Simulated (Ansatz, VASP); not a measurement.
# Ti (Ti strained to the junction's net) in two plane-wave programs

One calculation is typed for both programs; each brings its own data sets. How far apart do they land? The structure shown is the end of the Ansatz relaxation below.

Calculated with Ansatz 0.2.0; plane waves, with VASP 6.6.1 beside it; single point at PBE.

### Step 1. The starting structure

The structure is hexagonal, space group P6_3/mmc (No. 194). The conventional cell has a = 2.878 Å, b = 2.878 Å, c = 4.737 Å, α = 90.00°, β = 90.00°, γ = 120.00°. Ti has 12 Ti at 2.88 to 2.89 Å nearest.

Coordinates:

```cif
data_structure
_symmetry_space_group_name_H-M 'P6_3/mmc'
_symmetry_Int_Tables_number 194
_cell_length_a 2.8780
_cell_length_b 2.8780
_cell_length_c 4.7370
_cell_angle_alpha 90.000
_cell_angle_beta 90.000
_cell_angle_gamma 120.000
_cell_volume 33.98
loop_
_atom_site_label
_atom_site_type_symbol
_atom_site_symmetry_multiplicity
_atom_site_Wyckoff_symbol
_atom_site_fract_x
_atom_site_fract_y
_atom_site_fract_z
_atom_site_occupancy
Ti1 Ti 2 d 0.33333 0.66667 0.75000 1
```

### Step 2. Ansatz: relaxation, PBE

Ansatz runs on its default PAW (the set named soft_2) files.

This run makes the geometry at which the two programs are then compared.

File input.yaml:

```yaml
crystal:
  lattice:
    - [2.878, 0.0, 0.0]
    - [-1.439, 2.4924211121, 0.0]
    - [0.0, 0.0, 4.7077679181]
  atoms:
    - { symbol: Ti, position: [0.0, 0.0, 0.0] }
    - { symbol: Ti, position: [0.3333333333, 0.6666666667, 0.5] }
kpoints:
  mp_grid: { grid: [18, 18, 7] }
scf:
  occupations: { method: fermi_dirac, width: 0.1 }
  max_iter: 150
hamiltonian:
  xc: pbe
relax:
  f_tol: 0.01
  max_steps: 40
  cell: { fix: [a, b, angles] }
```

Run with:

```bash
$ ansatz run input.yaml --threads 4 --pin off --max-ram 10240MiB --backend cpu --events-out ev --progress --plain --runs-dir out
```

Numbers of over 12 decimals in the logs are rounded to 6 here.

The program printed:

```text
Engine: ansatz 0.2.0, aarch64-unknown-linux-gnu
Pseudopotentials: kind: paw
Pseudopotential: Ti, paw, valence charge 12, recommended cutoff 420 eV (normal), Ti.paw.azcp
Functional definition: PBE
  parameter kappa = 0.804
  parameter beta = 0.066725
  exchange = pbe_x(kappa = kappa, mu = beta*pi^2/3)
  correlation = pbe_c(beta = beta)
Crystal: 2 atoms, lattice volume = 33.770 Å³
Basis set: ecut = 420 eV, 663 PW (Γ), exchange–correlation on 40×40×64 points (8 copies of the dense FFT grid, shifted against one another)
Bands: 16, of which v1, the nominal top of the filled ones, is band 12 counted from 1 (11 counted from 0)
Symmetry: 24 space group operations
Space group: P63/mmc (ITA 194), of the structure as read, at distance tolerance 3.2e-5 Å
k-points: 148 of 2268
Non-local potential: Ti, projectors of the file, l = 0: 3, l = 1: 2, l = 2: 3, l = 3: 1
PAW form: soft (Blöchl's): semilocal exchange-correlation on the pseudo side does not see the compensation charge
PAW one-centre angular grid: Ti, 590 points (default); XC on 64 Gauss nodes
Initial density: superposition of atomic densities (neutral atoms: chi_scale 0, normalization atom), corrected by the library's trained network
Initial wavefunctions: pseudopotential atomic-orbital guess
Functional: x = pbe(κ = 0.804, μ = 0.219515), c = pbe(β = 0.066725)
SCF iter   1: F=—  HF=-4999.349576 eV  |F-HF|=—  |Δ(HF+E_count)|=         —  Δρ=3.79e-3  dr2=1.74e-3  ethr=1.77e-3  ⟨swp⟩=3.7  Hψ=9516  notcnv=0
preconditioner: auto → none  [metal: Δε(μ)=0.013 eV  Ē_g=2.902 eV  σ=0.100 eV  W_gap=0.03  n_scr=8 (ndim 8)  ℏωp=18.1 eV  f_vac=0.000  D(μ)=2.18/eV (n_scr^D=22)  sad-step TF]
SCF iter   2: F=—  HF=-4999.349339 eV  |F-HF|=—  |Δ(HF+E_count)|=   2.36e-4  Δρ=2.04e-3  dr2=5.35e-4  ethr=7.25e-6  ⟨swp⟩=1.0  Hψ=3578  notcnv=0
SCF iter   3: F=—  HF=-4999.349635 eV  |F-HF|=—  |Δ(HF+E_count)|=   2.96e-4  Δρ=2.38e-4  dr2=8.29e-6  ethr=2.23e-6  ⟨swp⟩=2.1  Hψ=3089  notcnv=0
SCF iter   4: F=—  HF=-4999.349688 eV  |F-HF|=—  |Δ(HF+E_count)|=   5.25e-5  Δρ=5.65e-5  dr2=9.43e-7  ethr=3.45e-8  ⟨swp⟩=2.6  Hψ=4373  notcnv=0
iter 5 did not close the SCF: its close was put off for the readings that it lacked (scf_convergence_deferred on its scf_iter line)
SCF iter   5: F=-4999.349687 eV  HF=-4999.349687 eV  |F-HF|=1.89e-9  |Δ(HF+E_count)|=   3.02e-7  Δρ=8.84e-6  dr2=1.53e-8  ethr=3.93e-9  ⟨swp⟩=2.2  Hψ=3871  notcnv=0
SCF iter   6: F=-4999.349687 eV  HF=-4999.349687 eV  |F-HF|=1.05e-10  |Δ(HF+E_count)|=   3.47e-9  Δρ=8.16e-7  dr2=6.97e-11  ethr=6.39e-11  ⟨swp⟩=1.2  Hψ=7755  notcnv=0
SCF 1 converged in 6 iterations: F = -4999.349687 eV  dr2 = 6.97e-11
  greatest PAW one-centre occupation: 0.999 electrons in one spin orbital (limit 2), on the Ti atom at site 1 (counted from 0), in its partial waves of l = 0
relax step   1: F+E_penalty+E_count = -4999.34968739 eV  Δ(F+E_penalty+E_count) = +0.000e0 eV  max|allowed force component| = 4.533e-16 eV/Å  Δτ_max = 0.0000 Å  P = +3.605 GPa  Ω = 33.770 Å³  fix = [a, b, alpha, beta, gamma]  reactions: a +4.817, b +4.817 GPa  (6 SCF iters, dr2 threshold 1.00e-7 eV, accepted)
[...]
relax step   2: F+E_penalty+E_count = -4999.35030344 eV  Δ(F+E_penalty+E_count) = -6.161e-4 eV  max|allowed force component| = 9.252e-17 eV/Å  Δτ_max = 0.0000 Å  P = +2.568 GPa  Ω = 34.060 Å³  energy of the carried Pulay correction = -2.885e-5 eV  fix = [a, b, alpha, beta, gamma]  reactions: a +4.080, b +4.080 GPa  (6 SCF iters, dr2 threshold 2.00e-7 eV, accepted)
[...]
relax step   3: F+E_penalty+E_count = -4999.35042921 eV  Δ(F+E_penalty+E_count) = -1.258e-4 eV  max|allowed force component| = 1.850e-17 eV/Å  Δτ_max = 0.0000 Å  P = +2.852 GPa  Ω = 33.979 Å³  energy of the carried Pulay correction = -2.083e-5 eV  fix = [a, b, alpha, beta, gamma]  reactions: a +4.283, b +4.283 GPa  (6 SCF iters, dr2 threshold 2.00e-7 eV, accepted)
[...]
relax step   4: F+E_penalty+E_count = -4999.35044837 eV  Δ(F+E_penalty+E_count) = -1.916e-5 eV  max|allowed force component| = 1.850e-17 eV/Å  Δτ_max = 0.0000 Å  P = +2.851 GPa  Ω = 33.979 Å³  fix = [a, b, alpha, beta, gamma]  reactions: a +4.282, b +4.282 GPa  stress off target by 9.51e-3 GPa on what of the cell is left free  SCF on the basis re-selected at this cell (its energy is not comparable with the rows above)  (8 SCF iters)
basis re-selected at this cell: Δ(F+E_penalty+E_count) = -1.916e-5 eV, ΔP = -0.001 GPa vs the last step (what re-selecting the basis moved, of the pressure what is left beyond the Pulay correction that the steps carried, after the strain that the cell walked since its last selection, with what the two solves' SCF thresholds leave and, on support functions, any second-order correction that the steps lacked; it is no m [...]
SCF converged after 8 iterations
Free energy (F): -4999.350448 eV
Harris-Foulkes:  -4999.350448 eV  (|F-HF|=0.00e0)
Internal energy: -4999.273831 eV  (E = F + TS)
E sigma→0 (E₀):  -4999.312140 eV
Entropy (-TS):   -0.076617 eV (-38.309 meV/atom)
Fermi energy:    13.698156 eV
--- Per-component energies (eV) ---
  E_band       = -305.586744
  E_kinetic    = 546.041915
  E_local      = -1601.257349  (includes V_loc(G=0)·N_el)
  E_nonlocal   = 16.249502
  E_hartree    = 659.922752
  E_xc         = -195.322840
  E_vxc        = -244.401211  (∫ρ·V_xc dr)
  E_paw        = -2095.351111  (= ΣΔE_a)
  E_vpaw       = -342.065327  (= ΣTr[D̂ρ^β])
  E_aug_tail   = 0.000222  (compensation charges beyond the density's cutoff)
  E_ewald      = -2329.556923
  E_smearing   = -0.076617  (= −TS)
  E_closure    = -0.000000  (closes the sum)
  Σ components = -4999.350448   (vs F -4999.350448, Δ=0.00e0)
--- Forces (eV/Å), atoms counted from 1 ---
  atom   1  Ti     0.00000000     0.00000000     0.00000000
  atom   2  Ti     0.00000000     0.00000000     0.00000000
  max |Σ_I F_I| component: 3.70e-17 eV/Å
--- Stress (GPa, compression-positive) ---
        4.281818       0.000000       0.000000
       -0.000000       4.281818       0.000000
        0.000000       0.000000      -0.009508
  P = ⅓ Tr σ = 2.8514 GPa (28.514 kbar)
--- Band table (eV; the first three rows and the last of 148) ---
  k-point 0: bands = [... 8 lower, 7.4986, 10.9713, 14.2049, 14.4025, 14.5689, 14.5689, 15.0197, 15.0197]
  k-point 1: bands = [... 8 lower, 7.6647, 10.8651, 13.9723, 14.3152, 14.5202, 14.5202, 14.9464, 14.9464]
  k-point 2: bands = [... 8 lower, 8.1435, 10.4586, 13.6274, 14.0829, 14.4606, 14.4606, 14.7745, 14.7745]
  k-point 147: bands = [... 8 lower, 12.4394, 12.5338, 12.6399, 12.6399, 13.5494, 13.5494, 15.2604, 15.5938]
--- Relaxed structure (3 steps of the walk, 3 accepted, 1 SCFs on fresh bases) ---
  F+E_penalty+E_count = -4999.35044837 eV   max|allowed force component| = 1.850e-17 eV/Å   (the final SCF, on the basis selected at the relaxed cell)
  cell:  # Å, volume = 33.9792 Å³
    - [2.878000, 0, 0.0]
    - [-1.439000, 2.492421, 0.0]
    - [0.0, 0.0, 4.736975]
  atoms:
    - { symbol: Ti, position: [9.25185853962002e-18, -5.088522196306342e-17, 0.0] }
    - { symbol: Ti, position: [0.333333, 0.666667, 0.500000] }
```

Reading the cycles: dr2 is the Hartree energy of the density residual (eV), the measure of convergence; HF is the Harris–Foulkes estimate of the energy, which meets the free energy F at convergence.

### Step 3. VASP: single point, PBE

The same cell, functional, mesh and smearing now go to VASP, with its own data sets.

Lines of VASP's logs that name or quote its potential files are left out, and so is its time.

File INCAR:

```
SYSTEM = Ti
PREC = Accurate
ENCUT = 500
EDIFF = 1E-06
NELM = 120
ISMEAR = -1
SIGMA = 0.1
LREAL = .FALSE.
ALGO = Normal
GGA = PE
NBANDS = 18
LASPH = .TRUE.
LORBIT = 11
LWAVE = .FALSE.
LCHARG = .FALSE.
ISIF = 2
GGA_COMPAT = .FALSE.
```

File POSCAR:

```
Ti
1.0
    2.8780000000      0.0000000000      0.0000000000
   -1.4390000000      2.4924211121      0.0000000000
    0.0000000000      0.0000000000      4.7369750228
Ti
2
Direct
    0.0000000000      0.0000000000      0.0000000000
    0.3333333333      0.6666666667      0.5000000000
```

File KPOINTS:

```
Automatic mesh
0
Gamma
18 18 7
0 0 0
```

The projector-augmented-wave data sets are Ti_sv (PBE family, release 64).

Run with:

```bash
$ mpirun -np 1 vasp_std
```

The program printed:

```text
[banner, memory and clock lines left out]
running    1 mpi-ranks, on    1 nodes
 distrk:  each k-point on    1 cores,    1 groups
 distr:  one band on    1 cores,    1 groups

 POSCAR found type information on POSCAR Ti
 POSCAR found :  1 types and       2 ions
 LDA part: xc-table for (Slater+PW92), standard interpolation
 POSCAR, INCAR and KPOINTS ok, starting setup
 FFT: planning ... GRIDC
 FFT: planning ... GRID_SOFT
 FFT: planning ... GRID
 WAVECAR not read
 entering main loop
       N       E                     dE             d eps       ncg     rms          rms(c)
DAV:   1     0.251391399137E+03    0.25139E+03   -0.12594E+04  5328   0.161E+03
DAV:   2     0.741827893310E+01   -0.24397E+03   -0.24104E+03  5404   0.448E+02
DAV:   3    -0.168405002747E+02   -0.24259E+02   -0.23944E+02  9940   0.123E+02
DAV:   4    -0.176271851103E+02   -0.78668E+00   -0.78562E+00  6144   0.220E+01
DAV:   5    -0.176672464581E+02   -0.40061E-01   -0.40052E-01  8396   0.365E+00    0.121E+01
DAV:   6    -0.156825336419E+02    0.19847E+01   -0.72843E+00  6304   0.285E+01    0.311E+00
DAV:   7    -0.156686961660E+02    0.13837E-01   -0.77376E-01  8142   0.684E+00    0.206E+00
DAV:   8    -0.156984808128E+02   -0.29785E-01   -0.21888E-01  6216   0.557E+00    0.717E-01
DAV:   9    -0.156894667091E+02    0.90141E-02   -0.51753E-02  6354   0.237E+00    0.665E-02
DAV:  10    -0.156897506996E+02   -0.28399E-03   -0.27586E-03  7882   0.367E-01    0.903E-02
DAV:  11    -0.156897960672E+02   -0.45368E-04   -0.19663E-04  6266   0.108E-01    0.333E-02
DAV:  12    -0.156897842135E+02    0.11854E-04   -0.35944E-05  6648   0.506E-02    0.590E-03
DAV:  13    -0.156897857899E+02   -0.15763E-05   -0.89183E-07  3900   0.940E-03    0.792E-04
DAV:  14    -0.156897864731E+02   -0.68319E-06   -0.24041E-07  3020   0.450E-03
   1 F= -.15689786E+02 E0= -.15651293E+02  d E =-.769867E-01
```

From OUTCAR (step 3):

```text
ion  position               nearest neighbor table
   1  0.000  0.000  0.000-   2 2.89   2 2.89   2 2.89   2 2.89   2 2.89   2 2.89
   2  0.333  0.667  0.500-   1 2.89   1 2.89   1 2.89   1 2.89   1 2.89   1 2.89

  LATTYP: Found a hexagonal cell.
 ALAT       =     2.8780000000
 C/A-ratio  =     1.6459259982

 Subroutine GETGRP returns: Found 24 space group operations
 (whereof 12 operations were pure point group operations)

The static configuration has the point symmetry D_3h.
 The point group associated with its full space group is D_6h.

 Found    148 irreducible k-points:

   k-points           NKPTS =    148   k-points in BZ     NKDIM =    148   number of bands    NBANDS=     18

   dimension x,y,z NGX =    24 NGY =   24 NGZ =   36
   dimension x,y,z NGXF=    48 NGYF=   48 NGZF=   72

   ENCUT  =  500.0 eV  36.75 Ry    6.06 a.u.   5.25  5.25  8.64*2*pi/ulx,y,z

   NELECT =      24.0000    total number of electrons

 k-points in reciprocal lattice and weights: Automatic mesh
   0.00000000  0.00000000  0.00000000       0.000
   0.05555556  0.00000000  0.00000000       0.003
   0.11111111  0.00000000  0.00000000       0.003
   0.16666667  0.00000000  0.00000000       0.003
   0.22222222  0.00000000  0.00000000       0.003
   0.27777778 -0.00000000  0.00000000       0.003
   0.33333333  0.00000000  0.00000000       0.003
   0.38888889  0.00000000  0.00000000       0.003
   0.44444444  0.00000000  0.00000000       0.003
[...]
0.33333333  0.27777778  0.42857143       0.011
   0.33333333  0.33333333  0.42857143       0.002

 average (electrostatic) potential at core
       1 -72.1526       2 -72.1526

 E-fermi :   8.5373

 k-point     1 :       0.0000    0.0000    0.0000
  band No.  band energies     occupation
    ...
      6     -24.1065      2.00000
      7     -24.0432      2.00000
      8     -24.0432      2.00000
      9       2.3078      2.00000
     10       5.8024      2.00000
     11       9.0529      0.01146
     12       9.2375      0.00182
     13       9.4051      0.00034
     14       9.4051      0.00034
     15       9.8540      0.00000
    ...

 k-point     2 :       0.0556    0.0000    0.0000
  band No.  band energies     occupation
    ...
      6     -24.1088      2.00000
      7     -24.0608      2.00000
      8     -24.0457      2.00000
      9       2.3993      2.00000
     10       5.8791      2.00000
     11       8.9031      0.05028
     12       9.1177      0.00602
     13       9.4704      0.00018
     14       9.4890      0.00015
     15       9.8027      0.00001
    ...

 k-point     3 :       0.1111    0.0000    0.0000
  band No.  band energies     occupation
    ...
      7     -24.1110      2.00000
      8     -24.0533      2.00000
      9       2.6684      2.00000
     10       6.0963      2.00000
     11       8.5444      0.96492
     12       8.8761      0.06536
     13       9.5810      0.00006
     14       9.6626      0.00003
     15       9.7271      0.00001
     16      10.0877      0.00000
    ...

  Total        0.8317594      0.8317594     -0.0740304      0.0000000     -0.0000000      0.0000000
  in kB       39.2188645     39.2188645     -3.4906609      0.0000000     -0.0000000      0.0000000
  external PRESSURE =      24.9823560 kB  Pullay stress =       0.0000000 kB

  energy-cutoff  :      500.00
  volume of cell :       33.98
      direct lattice vectors                 reciprocal lattice vectors
     2.878000000  0.000000000  0.000000000     0.347463516  0.200608155  0.000000000
    -1.439000000  2.492421112  0.000000000     0.000000000  0.401216309  0.000000000
     0.000000000  0.000000000  4.736975023     0.000000000  0.000000000  0.211105187

 POSITION                                       TOTAL-FORCE (eV/Angst)
 -----------------------------------------------------------------------------------
      0.00000      0.00000      0.00000        -0.000000     -0.000000      0.000000
     -0.00000      1.66161      2.36849         0.000000      0.000000      0.000000
 -----------------------------------------------------------------------------------
    total drift:                                0.000000     -0.000000     -0.000000

  FREE ENERGIE OF THE ION-ELECTRON SYSTEM (eV)
  ---------------------------------------------------
  free  energy   TOTEN  =       -15.6897864731 eV

  energy  without entropy=      -15.6127997514  energy(sigma->0) =      -15.65129311

 total charge
# of ion       s       p       d       tot
------------------------------------------
    1        2.254   6.125   1.900  10.278
    2        2.254   6.125   1.900  10.278
--------------------------------------------------
tot          4.508  12.249   3.800  20.556

[... 3 further parts left out ...]
```

The run ends at a pressure of 2.50 GPa.

### Step 4. Side by side

Known differences besides the potentials themselves: the cutoff is 420 eV in Ansatz and 500 eV in VASP; Ansatz's pressure holds a Pulay correction, VASP's none. Total energies have different zeros and are not compared.

Compared:

| quantity | Ansatz | VASP | difference |
| --- | --- | --- | --- |
| pressure (GPa) | 2.85 | 2.50 | +0.35 |

### Step 5. Summary of results

```yaml
difference_in_pressure_single_point_pbe: 0.35 GPa
```

The difference in pressure is 0.35 GPa (single point, PBE), within the 1 GPa picked in this series as the mark of a large difference. How closely two codes agree says nothing of how well the functional describes the real material.

[Lines on the potential files, build, host, timing and source positions are cut from VASP's logs without a mark.]

[Logs are printed without paths, hosts, clocks, repeated set-up lines and the standing remarks that a program may print on its own settings, such as how far it seeks lower states.]

[Hosts, paths, dates, database ids (printed as entryN), source tags and the programs' standing remarks are cut or masked in the printed files.]
